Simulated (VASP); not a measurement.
Output of a VASP run:

File OSZICAR:
```
...
DAV:   1     0.588129089211E+02    0.58813E+02   -0.41228E+03  1296   0.869E+02
DAV:   2     0.189216102768E+01   -0.56921E+02   -0.56332E+02  1489   0.150E+02
DAV:   3    -0.139987684496E+00   -0.20321E+01   -0.20262E+01  1687   0.348E+01
DAV:   4    -0.167432375250E+00   -0.27445E-01   -0.27506E-01  1944   0.358E+00
DAV:   5    -0.167559145860E+00   -0.12677E-03   -0.12723E-03  1788   0.186E-01    0.288E+00
DAV:   6     0.418357301679E+01    0.43511E+01   -0.36783E+00  1827   0.178E+01    0.531E-01
DAV:   7     0.374349870447E+01   -0.44007E+00   -0.95412E-01  1317   0.740E+00    0.587E-01
DAV:   8     0.380581125053E+01    0.62313E-01   -0.82810E-02  1605   0.312E+00    0.620E-01
DAV:   9     0.379545764246E+01   -0.10354E-01   -0.16022E-02  1370   0.176E+00    0.229E-01
DAV:  10     0.404040736109E+01    0.24495E+00   -0.23474E-01  1305   0.411E+00    0.207E-01
DAV:  11     0.403619719112E+01   -0.42102E-02   -0.99435E-03  1493   0.808E-01    0.251E-01
DAV:  12     0.402607017871E+01   -0.10127E-01   -0.12852E-02  1296   0.116E+00    0.226E-01
DAV:  13     0.400750183340E+01   -0.18568E-01   -0.32011E-02  1300   0.165E+00    0.352E-01
DAV:  14     0.400885237269E+01    0.13505E-02   -0.27864E-03  1842   0.454E-01    0.307E-01
DAV:  15     0.401023408291E+01    0.13817E-02   -0.29138E-03  1433   0.357E-01    0.192E-01
DAV:  16     0.401155393040E+01    0.13198E-02   -0.22052E-03  1977   0.325E-01    0.141E-01
DAV:  17     0.401080563446E+01   -0.74830E-03   -0.16474E-04  1326   0.132E-01    0.173E-01
DAV:  18     0.401086009275E+01    0.54458E-04   -0.40991E-04  1307   0.235E-01    0.290E-01
DAV:  19     0.401069300416E+01   -0.16709E-03   -0.99158E-05  1983   0.818E-02    0.334E-01
DAV:  20     0.401047658555E+01   -0.21642E-03   -0.59970E-05  1306   0.109E-01    0.260E-01
DAV:  21     0.401081074868E+01    0.33416E-03   -0.37876E-04  1743   0.191E-01    0.141E-01
DAV:  22     0.401300589594E+01    0.21951E-02   -0.58128E-04  1301   0.253E-01    0.352E-02
DAV:  23     0.401343204257E+01    0.42615E-03   -0.19600E-04  1313   0.162E-01    0.537E-02
DAV:  24     0.401368006581E+01    0.24802E-03   -0.61196E-05  1302   0.903E-02    0.546E-02
DAV:  25     0.401326222755E+01   -0.41784E-03   -0.36641E-04  1300   0.175E-01    0.657E-02
DAV:  26     0.401348307847E+01    0.22085E-03   -0.68669E-05  1992   0.651E-02    0.740E-02
DAV:  27     0.401355805608E+01    0.74978E-04   -0.22105E-05  1303   0.654E-02    0.716E-02
DAV:  28     0.401368003982E+01    0.12198E-03   -0.30948E-04  1614   0.148E-01    0.339E-02
DAV:  29     0.401370647399E+01    0.26434E-04   -0.48928E-05  1303   0.852E-02    0.183E-02
DAV:  30     0.401375050818E+01    0.44034E-04   -0.56765E-05  1406   0.679E-02    0.104E-02
DAV:  31     0.401379517852E+01    0.44670E-04   -0.59658E-06  1386   0.306E-02    0.612E-03
DAV:  32     0.401380604129E+01    0.10863E-04   -0.29617E-05  1300   0.722E-02    0.429E-03
DAV:  33     0.401380746199E+01    0.14207E-05   -0.17845E-06  1557   0.164E-02    0.244E-03
DAV:  34     0.401381080392E+01    0.33419E-05   -0.20884E-06  1321   0.173E-02    0.145E-03
DAV:  35     0.401381023632E+01   -0.56760E-06   -0.11838E-06  1302   0.132E-02    0.102E-03
DAV:  36     0.401381006615E+01   -0.17017E-06   -0.12947E-07  1348   0.340E-03    0.647E-04
DAV:  37     0.401380962881E+01   -0.43734E-06   -0.91634E-08  1310   0.466E-03    0.117E-04
DAV:  38     0.401380965296E+01    0.24158E-07   -0.55136E-09   684   0.903E-04
   1 F= 0.40138097E+01 E0= 0.40138097E+01  d E =0.000000E+00
       N       E                     dE             ncg
```

OUTCAR:
```
------------------------ aborting loop because EDIFF is reached ----------------------------------------
  FORCE on cell =-STRESS in cart. coord.  units (eV):
  Direction    XX          YY          ZZ          XY          YZ          ZX
  --------------------------------------------------------------------------------------
  Total        0.0039525      0.0039525      0.0039525      0.0000000     -0.0000000      0.0000000
  in kB        0.0991031      0.0991031      0.0991031      0.0000000     -0.0000000      0.0000000
  external PRESSURE =       0.0991031 kB  Pullay stress =       0.0000000 kB
  volume of cell :       63.90
      direct lattice vectors                 reciprocal lattice vectors
    -2.518514622  2.518514622  2.518514622     0.000000000  0.198529719  0.198529719
     2.518514622 -2.518514622  2.518514622     0.198529719  0.000000000  0.198529719
     2.518514622  2.518514622 -2.518514622     0.198529719  0.198529719  0.000000000
 POSITION                                       TOTAL-FORCE (eV/Angst)
 -----------------------------------------------------------------------------------
      0.00000      0.00000      0.00000         0.000000     -0.000000     -0.000000
 -----------------------------------------------------------------------------------
    total drift:                                0.000000      0.000000     -0.000000
  FREE ENERGIE OF THE ION-ELECTRON SYSTEM (eV)
  ---------------------------------------------------
  free  energy   TOTEN  =         4.0138096530 eV

  energy  without entropy=        4.0138096530  energy(sigma->0) =        4.01380965

 total charge

# of ion       s       p       d       tot
------------------------------------------
    1        2.062   5.568   0.257   7.886
```
(Selected blocks of OUTCAR.)

POSCAR:
```
Ba
1
   -2.5185146221     2.5185146221     2.5185146221
    2.5185146221    -2.5185146221     2.5185146221
    2.5185146221     2.5185146221    -2.5185146221
Ba
1
Direct
  0.0000000000   0.0000000000   0.0000000000
```

Task: Reconstruct the remaining input files.

Result: This is not unique; one that fits is the input of the run itself, MS2 meta-GGA, plane waves, VASP's PBE PAW potentials (set 64).

KPOINTS:
```
kpoints
0
Gamma
  12 12 12
```

File KPOINTS_OPT:
```
k-points along high-symmetry lines
10
Line-mode
Reciprocal
  0.000000   0.000000   0.000000 ! GAMMA
  0.500000  -0.500000   0.500000 ! H

  0.500000  -0.500000   0.500000 ! H
  0.000000  -0.000000   0.500000 ! N

  0.000000  -0.000000   0.500000 ! N
  0.000000   0.000000   0.000000 ! GAMMA

  0.000000   0.000000   0.000000 ! GAMMA
  0.250000   0.250000   0.250000 ! P

  0.250000   0.250000   0.250000 ! P
  0.500000  -0.500000   0.500000 ! H

  0.250000   0.250000   0.250000 ! P
  0.000000  -0.000000   0.500000 ! N
```

INCAR:
```
SYSTEM = Ba
PREC = Accurate
ENCUT = 520
EDIFF = 1E-7
NELM = 100
ALGO = Normal
LREAL = .FALSE.
LASPH = .TRUE.
ISMEAR = -5
METAGGA = MS2
LMIXTAU = .TRUE.
LMAXMIX = 4
LWAVE = .FALSE.
LCHARG = .FALSE.
LORBIT = 11
NEDOS = 601
ISIF = 2
```

POTCAR, in this order: Ba_sv (PBE.64 set). Program: vasp_std.

For a metal the tetrahedron method with Blöchl corrections gives inexact stress and forces.

The compound is Ba in the bcc structure. It was relaxed first.
